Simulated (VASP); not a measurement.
The system is Bi.

```xyz
2
Lattice="2.2675 1.3091 3.9380 -2.2675 1.3091 3.9380 0.0000 -2.6183 3.9380" Properties=species:S:1:pos:R:3 pbc="T T T"
Bi    0.0000    0.0000    2.7645
Bi    0.0000    0.0000    9.0495
```

```yaml
Program: VASP 6.6.1
Task: relaxation of cell and atoms
Functional: LDA
Potentials_or_basis: VASP PAW LDA potentials, release 64 (Bi_d)
Cutoff: 600 eV
k_mesh: 12 × 12 × 12
Occupations: gaussian, width 0.1 eV
Spin: no spin polarisation
```

At the start: pressure -1.3 GPa; volume 35.07 Å³/atom.

Question: How do energy, volume and symmetry change on relaxing?

Answer: Over 17 steps the energy falls by 8.4 meV/atom and the volume is 33.58 Å³/atom (-4.3 %); space group R-3m (No. 166, to 0.05 Å).

The path:
```
step  energy change (eV)  largest force (eV/Å)  pressure (GPa)  volume (Å³)
   1              0.0000                0.0939           -1.34        70.14
   2             -0.0076                0.2546            0.77        67.20
   3             -0.0093                0.2062            0.10        68.06
   4             -0.0127                0.1379            0.08        67.80
   5             -0.0158                0.0115            0.08        67.18
   6             -0.0158                0.0029            0.09        67.21
   7             -0.0164                0.0147           -0.16        67.44
   8             -0.0164                0.0166           -0.20        67.48
   9             -0.0167                0.0034           -0.05        67.28
  10             -0.0167                0.0081           -0.02        67.23
  11             -0.0167                0.0094           -0.02        67.22
  12             -0.0167                0.0100           -0.01        67.21
  13             -0.0167                0.0075           -0.03        67.19
  14             -0.0167                0.0019            0.04        67.12
  15             -0.0167                0.0047            0.05        67.14
  16             -0.0167                0.0066            0.02        67.17
  17             -0.0167                0.0048            0.00        67.16
```

Final structure:
```xyz
2
Lattice="2.2487 1.2983 3.8339 -2.2487 1.2983 3.8339 0.0000 -2.5966 3.8339" Properties=species:S:1:pos:R:3 pbc="T T T"
Bi    0.0000    0.0000    2.7291
Bi    0.0000    0.0000    8.7725
```
